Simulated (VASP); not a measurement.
Data:

```yaml
crystal:
  lattice:
    - [0.00000, 2.49046, 2.49046]
    - [2.49046, 0.00000, 2.49046]
    - [2.49046, 2.49046, 0.00000]
  atoms:
    - { symbol: Li, position: [0.00000, 0.00000, 0.00000] }
    - { symbol: Cl, position: [0.50000, 0.50000, 0.50000] }
```

Calculation: HSE06 screened hybrid, VASP's PBE PAW potentials (set 64) (plane waves; VASP). Settings: 520 eV cut-off, 6×6×6 Γ-centred mesh, Gaussian smearing of 0.050 eV, potentials Li_sv Cl.

Q: Give the stress tensor in GPa (positive for a compressed cell).

A: 
```
3.07  0.00  0.00
0.00  3.07  0.00
0.00  0.00  3.07
```
The pressure is its mean diagonal, 3.07 GPa.

The compound is LiCl in the rock salt structure. This cell is one point of a volume scan, at 0.91 of the reference volume. The cell's shape comes from a PBE relaxation.
